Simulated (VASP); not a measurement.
An input for Ansatz (written as the equivalent of a VASP run, and not itself run):

Ansatz 0.2 input:
```yaml
crystal:
  lattice:
    - [3.6611180, 0.0000000, 0.0000000]
    - [-1.8305590, 3.1706210, 0.0000000]
    - [0.0000000, 0.0000000, 5.9441680]
  atoms:
    - { symbol: Pr, position: [0.3333330, 0.6666670, 0.2500000], spin: 0.1 }
    - { symbol: Pr, position: [0.6666670, 0.3333330, 0.7500000], spin: 0.1 }
kpoints:
  mp_grid: { grid: [14, 14, 8] }
hamiltonian:
  xc: pbe
  pseudopotentials: { kind: paw }
magnetization: { spin_polarized: true }
scf:
  occupations: { method: fermi_dirac, width: 0.1 }
  max_iter: 100
output: { forces: true, stress: true, eigenvalues: true }
```

Task: Translate this input to VASP (INCAR, KPOINTS, POSCAR, choice of POTCAR).

Result: One answer among several that fit: 
File POSCAR:
```
Pr
1
    3.6611180000     0.0000000000     0.0000000000
   -1.8305590000     3.1706210000     0.0000000000
    0.0000000000     0.0000000000     5.9441680000
Pr
2
Direct
  0.3333330000   0.6666670000   0.2500000000
  0.6666670000   0.3333330000   0.7500000000
```

INCAR:
```
# general
SYSTEM  = Pr
PREC    = Accurate
ENCUT   = 300   # plane-wave cut-off (eV)
LREAL   = .FALSE.   # projection in real space or not
LASPH   = .TRUE.

# electronic loop
EDIFF   = 1E-6   # SCF stop (eV)
NELM    = 100   # most electronic steps
ALGO    = Normal   # blocked Davidson
LMAXMIX = 6

# smearing
ISMEAR  = -1   # Fermi-Dirac
SIGMA   = 0.1

# functional
GGA     = PE   # PBE

# spin
ISPIN   = 2   # spin-polarised
MAGMOM  = 0.1 0.1

# ions
ISIF    = 2   # forces and stress, cell fixed

# output
LWAVE   = .FALSE.
LCHARG  = .FALSE.
LORBIT  = 11
```

### KPOINTS
```
kpoints
0
G
 14 14 8
0 0 0
```

POTCAR, in this order: Pr (PBE.64 set). Program: vasp_std.

What does not carry over: each code has its own PAW files, so the cut-off isn't converted (ENCUT is set for VASP's; basis.ecutwfc is left out, and Ansatz then takes the one that its files recommend); Ansatz stops its SCF on the density residual and VASP on the energy change (EDIFF).

The structure was generated: Pr was put into an ordered model structure, which need not be its known phase. The cell was not relaxed at this level. The run is one of a series of settings (MAGMOM = 0.1 0.1 against the base run), some of them coarse on purpose.
